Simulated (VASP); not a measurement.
Level of theory: PBEsol GGA, VASP's PBE PAW potentials (set 64) (plane waves; VASP).

A VASP calculation is set up with these files.

KPOINTS:
```
Regular mesh
0
G
13 13 13
```

**INCAR**
```
# general
SYSTEM   =  CrB
PREC     =  Accurate
ENCUT    =  520
LREAL    =  F
LASPH    =  T

# electronic loop
EDIFF    =  1E-6
NELM     =  100
ALGO     =  Normal
LMAXMIX  =  4

# smearing
ISMEAR   =  1
SIGMA    =  0.1

# functional
GGA      =  PS

# ions
IBRION   =  2
NSW      =  60
ISIF     =  3
EDIFFG   =  -0.01

# output
LWAVE    =  F
LCHARG   =  F
```

### POSCAR
```
CrB
1
    2.5483433535     0.0000000000     0.0000000000
   -0.0000000000     2.5483433535    -0.0000000000
    0.0000000000    -0.0000000000     2.5483433535
Cr B
1 1
Direct
  0.0000000000   0.0000000000   0.0000000000
  0.5000000000   0.5000000000   0.5000000000
```

POTCAR, in this order: Cr_pv B (PBE.64 set). Program: vasp_std.

The run wrote:

**OSZICAR**
```
       N       E                     dE             d eps       ncg     rms          rms(c)
DAV:   1     0.976836165501E+02    0.97684E+02   -0.84400E+03  1848   0.149E+03
DAV:   2    -0.166522056797E+02   -0.11434E+03   -0.11064E+03  1887   0.368E+02
DAV:   3    -0.208066737356E+02   -0.41545E+01   -0.37888E+01  2377   0.686E+01
DAV:   4    -0.208955150407E+02   -0.88841E-01   -0.87968E-01  2310   0.784E+00
DAV:   5    -0.208980796011E+02   -0.25646E-02   -0.25642E-02  2345   0.103E+00    0.232E+01
DAV:   6    -0.195233767272E+02    0.13747E+01   -0.61470E+01  2141   0.945E+01    0.117E+01
DAV:   7    -0.171763454208E+02    0.23470E+01   -0.11038E+01  2242   0.484E+01    0.260E+00
DAV:   8    -0.171695299980E+02    0.68154E-02   -0.21149E-01  1986   0.403E+00    0.158E+00
DAV:   9    -0.171584999710E+02    0.11030E-01   -0.23560E-02  2023   0.190E+00    0.174E-01
DAV:  10    -0.171583308766E+02    0.16909E-03   -0.15305E-03  2433   0.644E-01    0.462E-02
DAV:  11    -0.171583112301E+02    0.19646E-04   -0.92844E-05  2485   0.100E-01    0.136E-02
DAV:  12    -0.171583088240E+02    0.24061E-05   -0.18475E-05  2504   0.368E-02    0.364E-03
DAV:  13    -0.171583081913E+02    0.63271E-06   -0.61118E-07  1270   0.926E-03
   1 F= -.17158308E+02 E0= -.17157997E+02  d E =-.171583E+02
```

**OUTCAR**
```
------------------------ aborting loop because EDIFF is reached ----------------------------------------
  FORCE on cell =-STRESS in cart. coord.  units (eV):
  Direction    XX          YY          ZZ          XY          YZ          ZX
  --------------------------------------------------------------------------------------
  Total       -0.0187115     -0.0187115     -0.0187115      0.0000000      0.0000000      0.0000000
  in kB       -1.8115305     -1.8115305     -1.8115305      0.0000000      0.0000000      0.0000000
  external PRESSURE =      -1.8115305 kB  Pullay stress =       0.0000000 kB
  volume of cell :       16.55
      direct lattice vectors                 reciprocal lattice vectors
     2.548343353  0.000000000  0.000000000     0.392411799  0.000000000  0.000000000
     0.000000000  2.548343353  0.000000000     0.000000000  0.392411799  0.000000000
     0.000000000  0.000000000  2.548343353     0.000000000  0.000000000  0.392411799
 POSITION                                       TOTAL-FORCE (eV/Angst)
 -----------------------------------------------------------------------------------
      0.00000      0.00000      0.00000         0.000000      0.000000      0.000000
      1.27417      1.27417      1.27417         0.000000      0.000000      0.000000
 -----------------------------------------------------------------------------------
    total drift:                                0.000000      0.000000      0.000000
  FREE ENERGIE OF THE ION-ELECTRON SYSTEM (eV)
  ---------------------------------------------------
  free  energy   TOTEN  =       -17.1583081913 eV

  energy  without entropy=      -17.1573732140  energy(sigma->0) =      -17.15799653

 reached required accuracy - stopping structural energy minimisation
```
(Selected blocks of OUTCAR.)

### OUTCAR
```
 val. band max:       10.9902990389   @ k =   0.4615   0.4615   0.0000

 cond. band min:      11.0111019350   @ k =   0.2308   0.2308   0.1538


 Fermi energy:        10.9903698305

 k-point     1 :       0.0000    0.0000    0.0000
  band No.  band energies     occupation
      1     -31.5834      2.00000
      2     -31.5834      2.00000
      3     -31.5834      2.00000
      4      -1.6552      2.00000
      5       7.9146      2.00000
      6       7.9146      2.00000
      7      12.4102     -0.00000
      8      12.4102     -0.00000
      9      12.4102     -0.00000
     10      14.8968      0.00000
     11      14.8968      0.00000

 k-point     2 :       0.0769    0.0000    0.0000
  band No.  band energies     occupation
      1     -31.6149      2.00000
      2     -31.5804      2.00000
      3     -31.5804      2.00000
      4      -1.5194      2.00000
      5       7.8851      2.00000
      6       7.9607      2.00000
      7      12.0654     -0.00000
      8      12.0654     -0.00000
      9      12.4217     -0.00000
     10      14.6197      0.00000
     11      15.3160      0.00000

 k-point     3 :       0.1538    0.0000    0.0000
  band No.  band energies     occupation
      1     -31.7019      2.00000
      2     -31.5723      2.00000
      3     -31.5723      2.00000
      4      -1.1201      2.00000
      5       7.7166      2.00000
      6       8.0910      2.00000
      7      11.3924     -0.00000
      8      11.3924     -0.00000
      9      12.4537     -0.00000
     10      14.0406      0.00000
     11      16.2134      0.00000

 k-point     4 :       0.2308    0.0000    0.0000
  band No.  band energies     occupation
      1     -31.8232      2.00000
      2     -31.5607      2.00000
      3     -31.5607      2.00000
      4      -0.4790      2.00000
      5       7.2253      2.00000
      6       8.2823      2.00000
      7      10.7193      2.00086
      8      10.7193      2.00086
      9      12.4992     -0.00000
...
```

The structure was generated: CrB was put into the CsCl type type (Pm-3m), which need not be its known phase. It was relaxed first, which changed the volume by -32 %. The start is the result of an earlier pass. The run is not spin-polarised, so no magnetic state was tried. The electron count is odd and the run is not spin-polarised, which forces a metal.
